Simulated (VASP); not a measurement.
Computed with PBE GGA + U (Dudarev), VASP's PBE PAW potentials (set 64) (plane waves; VASP).

VASP ran on this input.

KPOINTS:
```
Automatic mesh
0
Gamma
10 10 10
0 0 0
```

INCAR:
```
# general
SYSTEM     =  AuZn
PREC       =  Accurate
ENCUT      =  400   # plane-wave cut-off (eV)
LREAL      =  .FALSE.   # projection in real space or not
LASPH      =  .TRUE.

# electronic loop
EDIFF      =  1E-6   # SCF stop (eV)
NELM       =  100
ALGO       =  Normal   # blocked Davidson
LMAXMIX    =  6   # l cut-off of mixed one-centre charges

# smearing
ISMEAR     =  1   # Methfessel-Paxton
SIGMA      =  0.1   # width (eV)

# functional
GGA        =  PE   # PBE

# DFT+U
LDAU       =  .TRUE.
LDAUTYPE   =  2   # Dudarev
LDAUL      =  2 -1
LDAUU      =  8.0 0
LDAUJ      =  0 0
LDAUPRINT  =  1

# ions
ISIF       =  2

# output
LWAVE      =  .FALSE.
LCHARG     =  .FALSE.
LORBIT     =  10
```

**POSCAR**
```
AuZn
1
    3.1500000000     0.0000000000     0.0000000000
    0.0000000000     3.1500000000     0.0000000000
    0.0000000000     0.0000000000     3.1500000000
Zn Au
1 1
Direct
  0.5000000000   0.5000000000   0.5000000000
  0.0000000000   0.0000000000   0.0000000000
```

POTCAR, in this order: Zn Au (PBE.64 set). Program: vasp_std.

Unless said otherwise, spin-orbit coupling is left out, though it shifts the bands of the heavy elements here.

Problem. Estimate the energy per atom (σ→0), band gap (on the k-mesh).

Solution. 
```
Property                                                     Value
------------------------  ----------------------------------------
energy per atom (σ→0)                               -2.082 eV/atom
band gap (on the k-mesh)  none (metal, semimetal or under 0.01 eV)
```

**OSZICAR**
```
...
DAV:   6    -0.418645597300E+01    0.44895E+00   -0.18253E+00  1708   0.125E+01    0.534E+00
DAV:   7    -0.417077689180E+01    0.15679E-01   -0.50712E-02  1861   0.509E+00    0.306E+00
DAV:   8    -0.416490725875E+01    0.58696E-02   -0.98802E-03  1911   0.127E+00    0.172E-01
DAV:   9    -0.416493019081E+01   -0.22932E-04   -0.26217E-04  1897   0.164E-01    0.518E-02
DAV:  10    -0.416494087922E+01   -0.10688E-04   -0.25537E-05  2093   0.680E-02    0.130E-02
DAV:  11    -0.416494189807E+01   -0.10188E-05   -0.29270E-06  1585   0.354E-02    0.253E-03
DAV:  12    -0.416494190728E+01   -0.92150E-08   -0.11018E-07   966   0.498E-03
   1 F= -.41649419E+01 E0= -.41645701E+01  d E =-.111552E-02
```

The compound is AuZn in the CsCl type structure. The cell was not relaxed at this level. The run is one of a series of settings (LDAU = .TRUE., LDAUJ = 0 0, LDAUL = 2 -1, LDAUTYPE = 2, LDAUU = 8.0 0 against the base run), some of them coarse on purpose. The electron count is odd and the run is not spin-polarised, which forces a metal.
